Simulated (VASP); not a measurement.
```xyz
2
Lattice="2.7260 0.0000 0.0000 0.0000 2.7260 0.0000 0.0000 0.0000 2.7260" Properties=species:S:1:pos:R:3 pbc="T T T"
Ta     0.0000     0.0000     0.0000
N      1.3630     1.3630     1.3630
```

All values below come from PBEsol GGA, VASP's PBE PAW potentials (set 64) (plane waves; VASP). Run with 520 eV cut-off, 15×15×15 Γ-centred mesh, tetrahedra with Blöchl corrections, potentials Ta_pv N.

Unless said otherwise, spin-orbit coupling is left out, though it shifts the bands of the heavy elements here.

Task: Predict the energy per atom (σ→0), band gap (on the k-mesh) with the smallest direct gap where there is one.

Result: 
| Quantity | Result |
|---|---|
| band gap (on the k-mesh) | none (metal, semimetal or under 0.01 eV) |
| energy per atom (σ→0) | -11117 meV/atom |

The structure was generated: TaN was put into the CsCl type type (Pm-3m), which need not be its known phase. It was relaxed first, which changed the volume by -34 %.
